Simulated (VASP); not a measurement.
```yaml
crystal:
  lattice:
    - [0.00000, 2.43632, 2.43632]
    - [2.43632, 0.00000, 2.43632]
    - [2.43632, 2.43632, 0.00000]
  atoms:
    - { symbol: Li, position: [0.25000, 0.25000, 0.25000] }
    - { symbol: Li, position: [0.75000, 0.75000, 0.75000] }
    - { symbol: S, position: [0.00000, 0.00000, 0.00000] }
```

These are PBEsol GGA, VASP's PBE PAW potentials (set 64) (plane waves; VASP) values and carry that method's errors. Numerical set-up: 620 eV cut-off, 8×8×8 Γ-centred mesh, Gaussian smearing of 0.050 eV, potentials Li_sv S.

Question: What does the run give for the energy per atom (σ→0), pressure, band gap (on the k-mesh) with the smallest direct gap where there is one?

Answer: 
- band gap (on the k-mesh): 2.48 eV
- smallest direct gap (on the k-mesh): 5.23 eV
- energy per atom (σ→0): -3.588 eV/atom
- pressure: 45.07 GPa

Total energies compare only between runs with the same potentials, cut-off and functional.

The compound is Li2S in the antifluorite structure. It was relaxed first under an external pressure of 45 GPa.
